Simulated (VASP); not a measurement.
Here is the system:

```
PtS2
1.0
    1.81482    -3.14336     0.00000
    1.81482     3.14336     0.00000
    0.00000     0.00000     4.63606
Pt S
1 2
Direct
  0.00000   0.00000   0.00000
  0.33333   0.66667   0.26166
  0.66667   0.33333   0.73834
```

Calculation: LDA (Ceperley-Alder, Perdew-Zunger), VASP's LDA PAW potentials (set 64) (plane waves; VASP 6.6.1). Run with 520 eV cut-off, 10×10×7 Γ-centred mesh, first-order Methfessel-Paxton smearing of 0.10 eV, potentials Pt S.

Question: The ions and cell shape at fixed volume are relaxed. Which structure does the run end with?

Answer: 
```
PtS2
1.0
    1.78185    -3.08625     0.00000
    1.78185     3.08625     0.00000
    0.00000     0.00000     4.80920
Pt S
1 2
Direct
  0.00000   0.00000   0.00000
  0.33333   0.66667   0.24770
  0.66667   0.33333   0.75230
```
Space group P-3m1 (164), at a tolerance of 0.03 Å.

Question: How much energy does the relaxation gain?

Answer: The energy (σ→0) changes by -21.1 meV/atom, in 6 ionic steps.

The compound is PtS2 in the 1T layered structure. This cell is one point of a volume scan, at 1.06 of the reference volume. Symmetry was kept, so distortions that lower it aren't found.
